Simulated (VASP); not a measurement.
Be3CdTe4, 8 atoms in the cell. Symmetry: F-43m, No. 216, cubic system. Conventional cell: a = 9.113 Å, b = 9.113 Å, c = 9.113 Å, α = 90.00°, β = 90.00°, γ = 90.00°. Be (site symmetry -43m) is surrounded by 12 Te at 3.76 Å and 8 Be at 3.95 Å. Be (site symmetry -43m) is surrounded by 12 Te at 3.79 Å and 4 Be at 3.95 Å and 4 Cd at 3.95 Å. Around Be (site symmetry -43m) lie 4 Te at 1.89 Å. Around Cd (site symmetry -43m) lie 4 Te at 2.06 Å. Te (site symmetry 3m) has 1 Be at 1.89 Å and 1 Cd at 2.06 Å as nearest neighbours. The cell was built by a generator and needn't be a form met in nature.

```yaml
Program: VASP 6.6.1
Task: relaxation of cell and atoms
Functional: PBE
Potentials_or_basis: VASP PAW PBE potentials, release 64 (Be, Cd, Te)
Cutoff: 520 eV
k_mesh: 3 × 3 × 3
Occupations: gaussian, width 0.15 eV
Spin: no spin polarisation
Further_INCAR_settings: PREC = Normal; ALGO = Fast; EDIFF = 0.0001; IBRION = 2; EDIFFG = -0.08; NSW = 24; ISIF = 3
```

Potentials or basis: VASP PAW PBE potentials, release 64 (Be, Cd, Te).

Launch:

```console
$ cat potpaw_PBE.64/Be/POTCAR potpaw_PBE.64/Cd/POTCAR potpaw_PBE.64/Te/POTCAR > POTCAR
$ mpirun -np 4 vasp_std > vasp.out
```

Hardware: 4 MPI ranks on Intel(R) Xeon(R) Platinum 8259CL CPU @ 2.50GHz (Skylake/Cascade Lake), on a shared host.

Task: Estimate the wall time of this run.

Result: Wall time 100 s on 4 MPI ranks on Intel(R) Xeon(R) Platinum 8259CL CPU @ 2.50GHz (Skylake/Cascade Lake) (shared host), peak memory 0.15 GiB a rank. Counts: scf iterations 191, k points 4, ion steps 15.
